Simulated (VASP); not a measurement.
Level of theory: HSE06 screened hybrid, VASP's PBE PAW potentials (set 64) (plane waves; VASP 6.6.1).

The input files of a VASP run:

**INCAR**
```
# general
SYSTEM   = Ga37N36
PREC     = Normal
ENCUT    = 400
LREAL    = Auto
LASPH    = .True.
ISYM     = 0
NELECT   = 290.0

# electronic loop
EDIFF    = 1E-5
NELM     = 50
NELMIN   = 4
ALGO     = Normal
LMAXMIX  = 4

# smearing
ISMEAR   = 0
SIGMA    = 0.05

# functional
GGA      = PE
LHFCALC  = .True.
AEXX     = 0.25
HFSCREEN = 0.2
PRECFOCK = Fast

# ions
ISIF     = 0

# output
LWAVE    = .False.
LCHARG   = .False.
```

KPOINTS:
```
Automatic mesh
0
Gamma
1 1 1
0 0 0
```

File POSCAR:
```
Ga37N36
1
    4.8683178927    -8.4321738171     0.0000000000
    4.8683178927     8.4321738171     0.0000000000
    0.0000000000     0.0000000000    10.5562839806
Ga N
37 36
Direct
  0.2210010112   0.1087624075   0.2456834223
  0.1087421228   0.2208864481   0.0026936711
  0.2131451243   0.0926913255   0.7644672160
  0.0972642674   0.2152526331   0.4814413689
  0.2208619956   0.4453815996   0.2456174312
  0.1089156238   0.5575975380   0.0035095304
  0.2130700402   0.4532828362   0.7641884592
  0.1099776151   0.5561371743   0.4994937785
  0.2224732069   0.7778548014   0.2508487676
  0.1088554634   0.8844033505   0.0035420682
  0.2224039171   0.7776209740   0.7507602620
  0.1100688025   0.8870208711   0.4995872136
  0.5571569210   0.1092400997   0.2445910369
  0.4455800770   0.2207305873   0.0028170105
  0.5571769349   0.1092902193   0.7504308196
  0.4513106958   0.2149229082   0.4810884418
  0.5576555650   0.4453945694   0.2456549617
  0.4454225782   0.5577163329   0.0027295920
  0.5737195789   0.4533268336   0.7646240341
  0.4509718831   0.5691406569   0.4811436511
  0.5570748251   0.7809274870   0.2447694921
  0.4436265646   0.8882811115   0.9985851422
  0.5571154765   0.7807556859   0.7504101925
  0.4428022517   0.8879282056   0.4997906863
  0.8855890499   0.1093872300   0.2448069812
  0.7782648808   0.2228784493   0.9986161259
  0.8857930141   0.1093555791   0.7503757297
  0.7783401064   0.2233275057   0.4997247872
  0.8885155697   0.4439387796   0.2508786788
  0.7820299367   0.5575939690   0.0036030058
  0.8886829024   0.4439836110   0.7507503402
  0.7788193677   0.5559375174   0.4994621477
  0.8885534552   0.7778466173   0.2508951618
  0.7780997272   0.8883903235   0.9986564034
  0.8886412578   0.7775934582   0.7507872537
  0.7783834686   0.8880354107   0.4998042074
  0.3337840003   0.3331308289   0.6139895395
  0.2213789851   0.1094713316   0.4358436306
  0.1100030703   0.2215516711   0.1900709830
  0.2213293432   0.1091684983   0.9465078781
  0.1167854737   0.2248530663   0.6891419545
  0.2212193716   0.4449917871   0.4357333357
  0.1098406750   0.5565238201   0.1898667881
  0.2212327730   0.4451172504   0.9462812462
  0.1093375993   0.5569993365   0.6877151452
  0.2223405409   0.7777662753   0.4390267698
  0.1098362963   0.8865256799   0.1899294676
  0.2218579809   0.7774794699   0.9378979846
  0.1093476093   0.8853254639   0.6878527417
  0.5594016926   0.1068482246   0.4335581497
  0.4448689859   0.2215139318   0.1901762958
  0.5553531062   0.1111766152   0.9371722667
  0.4418461033   0.2246423558   0.6893848639
  0.5565013697   0.4448073098   0.4358257788
  0.4447729461   0.5564258947   0.1901570250
  0.5571569768   0.4450787602   0.9466133840
  0.4416225513   0.5498125863   0.6892033692
  0.5594231263   0.7855532607   0.4337071268
  0.4431707737   0.8881228538   0.1860181946
  0.5552511891   0.7770516357   0.9371516276
  0.4442392410   0.8885844123   0.6874299282
  0.8809654457   0.1069697103   0.4337398942
  0.7783236275   0.2232220255   0.1860237398
  0.8894413957   0.1112163671   0.9371079178
  0.7778767879   0.2221498728   0.6874665195
  0.8882816570   0.4437762574   0.4390658109
  0.7797801176   0.5565382077   0.1899602349
  0.8889782273   0.4446469685   0.9379110327
  0.7809869233   0.5569639682   0.6877663706
  0.8884005512   0.7776030099   0.4390669073
  0.7782233031   0.8882478500   0.1861189115
  0.8889451788   0.7774252169   0.9379283821
  0.7778627252   0.8886421180   0.6874327308
```

POTCAR, in this order: Ga N (PBE.64 set). Program: vasp_gam. Read from the step before: WAVECAR.

Output of the run:

File OUTCAR:
```
 ion  position               nearest neighbor table
   1  0.221  0.109  0.246-  47 1.96  39 1.98  51 1.98  38 2.01  16 3.16   4 3.16  10 3.18  14 3.19
                             2 3.19   9 3.23  33 3.23  12 3.27  25 3.27  13 3.27  17 3.28   5 3.28
   2  0.109  0.221  0.003-  64 1.97  39 1.98  40 1.98  44 1.98  25 3.17   1 3.19   5 3.19   3 3.19
                             7 3.19  26 3.23  34 3.23  27 3.26  10 3.28   6 3.28  18 3.28  14 3.28
   3  0.213  0.093  0.764-  49 1.93  40 1.93  41 2.09  53 2.09  37 2.58  10 3.07  11 3.12  35 3.12
                             2 3.19  14 3.19  27 3.27  15 3.28  12 3.29
   4  0.097  0.215  0.481-  62 1.89  42 2.00  38 2.00  41 2.20  37 2.44  25 3.07  28 3.15  36 3.15
                             1 3.16   5 3.16   8 3.26  12 3.27  27 3.35
   5  0.221  0.445  0.246-  43 1.96  39 1.98  55 1.98  42 2.01  20 3.15   4 3.16   6 3.18   2 3.19
                            18 3.19  29 3.23   9 3.23   8 3.27  25 3.27  21 3.27   1 3.28  17 3.28
   6  0.109  0.558  0.004-  43 1.97  48 1.98  68 1.98  44 1.99   7 3.08   5 3.18  10 3.18  30 3.18
                             9 3.20  29 3.21  26 3.24  22 3.24  11 3.25  31 3.25  18 3.28   2 3.28
   7  0.213  0.453  0.764-  45 1.93  44 1.93  41 2.09  57 2.09  37 2.58   6 3.08  11 3.12  31 3.12
                             2 3.19  18 3.19  27 3.27  23 3.28   8 3.29
   8  0.110  0.556  0.499-  46 1.97  66 1.98  45 1.99  42 1.99  29 3.22  12 3.22   9 3.22  32 3.22
                            28 3.23  24 3.24  31 3.24  11 3.24  20 3.26   4 3.26   5 3.27   7 3.29
   9  0.222  0.778  0.251-  47 1.97  43 1.97  59 1.98  46 1.99  10 3.20   6 3.20  24 3.22   8 3.22
                            12 3.22   1 3.23   5 3.23  13 3.24  21 3.24  22 3.25  33 3.25  29 3.25
  10  0.109  0.884  0.004-  47 1.97  72 1.98  48 1.98  40 1.99   3 3.07   1 3.18  30 3.18   6 3.18
                             9 3.20  33 3.20  34 3.24  22 3.24  35 3.25  11 3.25  14 3.28   2 3.28
  11  0.222  0.778  0.751-  48 1.98  45 1.98  49 1.98  61 1.99   7 3.12   3 3.12  22 3.21  24 3.24
                            23 3.24   8 3.24  12 3.24  15 3.24  31 3.25  35 3.25   6 3.25  10 3.25
  12  0.110  0.887  0.500-  46 1.97  70 1.98  49 1.99  38 1.99   8 3.22  33 3.22   9 3.22  32 3.22
                            36 3.23  24 3.24  35 3.24  11 3.24  16 3.27   4 3.27   1 3.27   3 3.29
  13  0.557  0.109  0.245-  59 1.96  63 1.97  51 1.98  50 2.00  16 3.07  14 3.17  21 3.20  22 3.20
                            26 3.20  25 3.20  29 3.24   9 3.24  17 3.27   1 3.27  28 3.28  24 3.28
  14  0.446  0.221  0.003-  52 1.97  51 1.98  40 1.98  56 1.98  13 3.17   1 3.19  17 3.19  19 3.19
                             3 3.19  22 3.23  26 3.23  15 3.26  10 3.28  30 3.28   2 3.28  18 3.28
  15  0.557  0.109  0.750-  52 1.97  65 1.98  61 1.98  53 2.05  23 3.20  27 3.20  22 3.21  26 3.22
                            28 3.24  24 3.24  31 3.24  11 3.24  14 3.26   3 3.28  19 3.28  16 3.36
  16  0.451  0.215  0.481-  50 1.89  54 2.00  38 2.00  53 2.20  37 2.43  13 3.07  24 3.15  28 3.15
                             1 3.16  17 3.16  32 3.26  12 3.27  15 3.36
  17  0.558  0.445  0.246-  67 1.96  51 1.98  55 1.98  54 2.01  16 3.16  20 3.16  30 3.18  14 3.19
                            18 3.19  29 3.23  33 3.23  32 3.26  21 3.27  13 3.27   1 3.28   5 3.28
  18  0.445  0.558  0.003-  60 1.97  55 1.98  44 1.98  56 1.98  21 3.17   5 3.19  17 3.19  19 3.19
                             7 3.19  22 3.23  34 3.23  23 3.26   6 3.28  30 3.28   2 3.28  14 3.28
  19  0.574  0.453  0.765-  56 1.93  69 1.93  53 2.09  57 2.09  37 2.57  30 3.07  35 3.12  31 3.12
                            18 3.19  14 3.19  23 3.28  15 3.28  32 3.29
  20  0.451  0.569  0.481-  58 1.89  42 2.00  54 2.00  57 2.20  37 2.43  21 3.07  24 3.15  36 3.15
                             5 3.15  17 3.16  32 3.26   8 3.26  23 3.36
  21  0.557  0.781  0.245-  59 1.97  71 1.97  55 1.98  58 1.99  20 3.07  18 3.17  13 3.20  22 3.20
                            34 3.20  25 3.20  33 3.24   9 3.24  17 3.27   5 3.27  24 3.28  36 3.28
  22  0.444  0.888  0.999-  48 1.98  59 1.98  60 1.99  52 1.99  13 3.20  21 3.20  11 3.21  15 3.21
                            23 3.22  18 3.23  14 3.23   6 3.24  10 3.24   9 3.25  34 3.26  26 3.26
  23  0.557  0.781  0.750-  60 1.97  61 1.98  73 1.98  57 2.05  15 3.20  27 3.20  22 3.22  34 3.22
                            36 3.24  24 3.24  35 3.24  11 3.24  18 3.26  19 3.28   7 3.28  20 3.36
  24  0.443  0.888  0.500-  46 1.97  50 1.98  58 1.98  61 1.98  16 3.15  20 3.15   9 3.22  12 3.24
                             8 3.24  11 3.24  15 3.24  23 3.24  28 3.27  36 3.27  21 3.28  13 3.28
  25  0.886  0.109  0.245-  71 1.97  63 1.97  39 1.98  62 1.99   4 3.07   2 3.17  13 3.20  26 3.20
                            34 3.20  21 3.20  33 3.24  29 3.24   5 3.27   1 3.27  28 3.27  36 3.28
  26  0.778  0.223  0.999-  68 1.98  63 1.98  64 1.99  52 1.99  13 3.20  25 3.20  31 3.21  15 3.22
                            27 3.22   2 3.23  14 3.23   6 3.24  30 3.24  29 3.25  34 3.26  22 3.26
  27  0.886  0.109  0.750-  64 1.97  65 1.98  73 1.98  41 2.05  15 3.20  23 3.20  34 3.22  26 3.22
                            36 3.24  28 3.24  31 3.24  35 3.24   2 3.26   7 3.27   3 3.27   4 3.35
  28  0.778  0.223  0.500-  66 1.97  62 1.97  50 1.98  65 1.98  16 3.15   4 3.15  29 3.22   8 3.23
                            32 3.24  15 3.24  31 3.24  27 3.24  36 3.26  24 3.27  25 3.27  13 3.28
  29  0.889  0.444  0.251-  67 1.97  43 1.97  63 1.98  66 1.99  30 3.20   6 3.21  28 3.22   8 3.22
                            32 3.22  17 3.23   5 3.23  13 3.24  25 3.24  26 3.25  33 3.25   9 3.25
  30  0.782  0.558  0.004-  67 1.97  72 1.98  68 1.98  56 1.99  19 3.07  17 3.18  10 3.18   6 3.18
                            29 3.20  33 3.20  34 3.24  26 3.24  35 3.25  31 3.25  14 3.28  18 3.28
  31  0.889  0.444  0.751-  68 1.98  69 1.98  45 1.98  65 1.99  19 3.12   7 3.12  26 3.21  28 3.24
                             8 3.24  15 3.24  27 3.24  32 3.25  35 3.25  11 3.25   6 3.25  30 3.25
  32  0.779  0.556  0.499-  66 1.97  70 1.97  69 1.99  54 1.99  29 3.22  33 3.22   8 3.22  12 3.22
                            36 3.24  28 3.24  35 3.25  31 3.25  16 3.26  20 3.26  17 3.26  19 3.29
  33  0.889  0.778  0.251-  47 1.97  67 1.97  71 1.98  70 1.99  30 3.20  10 3.20  36 3.22  12 3.22
                            32 3.22  17 3.23   1 3.23  21 3.24  25 3.24  34 3.25  29 3.25   9 3.25
  34  0.778  0.888  0.999-  72 1.98  71 1.98  64 1.99  60 1.99  21 3.20  25 3.20  35 3.21  23 3.22
                            27 3.22   2 3.23  18 3.23  10 3.24  30 3.24  33 3.25  26 3.26  22 3.26
  35  0.889  0.778  0.751-  72 1.98  69 1.98  49 1.98  73 1.99  19 3.12   3 3.12  34 3.21  36 3.24
                            12 3.24  23 3.24  27 3.24  32 3.25  31 3.25  11 3.25  30 3.25  10 3.25
  36  0.778  0.888  0.500-  70 1.97  62 1.97  58 1.97  73 1.98   4 3.15  20 3.15  33 3.22  12 3.23
                            32 3.24  27 3.24  23 3.24  35 3.24  28 3.26  24 3.27  25 3.28  21 3.28
  37  0.334  0.333  0.614-  53 1.99  57 1.99  41 1.99  16 2.43  20 2.43   4 2.44  19 2.57   3 2.58
                             7 2.58
...
```

File OSZICAR:
```
       N       E                     dE             d eps       ncg     rms          rms(c)
DAV:   1    -0.529590707342E+03   -0.52959E+03   -0.23101E+01   364   0.126E+01    0.968E+00
DAV:   2    -0.529761062969E+03   -0.17036E+00   -0.74731E-01   424   0.148E+00    0.664E+00
DAV:   3    -0.529712299707E+03    0.48763E-01   -0.22890E-02   424   0.407E-01    0.386E+00
DAV:   4    -0.529691498033E+03    0.20802E-01   -0.16941E-02   424   0.242E-01    0.219E+00
DAV:   5    -0.529685362266E+03    0.61358E-02   -0.44543E-03   408   0.121E-01    0.122E+00
DAV:   6    -0.529683171275E+03    0.21910E-02   -0.11278E-03   416   0.763E-02    0.676E-01
DAV:   7    -0.529682427475E+03    0.74380E-03   -0.33919E-04   416   0.458E-02    0.376E-01
DAV:   8    -0.529682182645E+03    0.24483E-03   -0.11558E-04   416   0.279E-02    0.209E-01
DAV:   9    -0.529682108132E+03    0.74513E-04   -0.45776E-05   376   0.163E-02    0.115E-01
DAV:  10    -0.529682087622E+03    0.20510E-04   -0.12404E-05   202   0.855E-03    0.634E-02
DAV:  11    -0.529682083372E+03    0.42499E-05   -0.61503E-06   224   0.516E-03
   1 F= -.52968208E+03 E0= -.52968208E+03  d E =-.495980E-14
```

File OUTCAR:
```
------------------------ aborting loop because EDIFF is reached ----------------------------------------
  volume of cell :      866.68
      direct lattice vectors                 reciprocal lattice vectors
     4.868317893 -8.432173817  0.000000000     0.102704879 -0.059296690  0.000000000
     4.868317893  8.432173817  0.000000000     0.102704879  0.059296690  0.000000000
     0.000000000  0.000000000 10.556283981     0.000000000  0.000000000  0.094730305
  FREE ENERGIE OF THE ION-ELECTRON SYSTEM (eV)
  ---------------------------------------------------
  free  energy   TOTEN  =      -529.6820833723 eV

  energy  without entropy=     -529.6820833723  energy(sigma->0) =     -529.68208337

  exchange ACFDT corr.  =         0.00000000  see jH, gK, PRB 81, 115126
```
(Selected blocks of OUTCAR.)

The cell is charged, with a uniform compensating background. The supercell is sampled at Γ alone, which is coarse: total energies, pressure and levels can be off, energies of defects by several tenths of an eV.

The cell is a supercell with a defect, built from GaN (wurtzite): Ga_i, charge +1. The cell's shape comes from a PBE relaxation. The run is not spin-polarised, so no state with unpaired spins was tried.
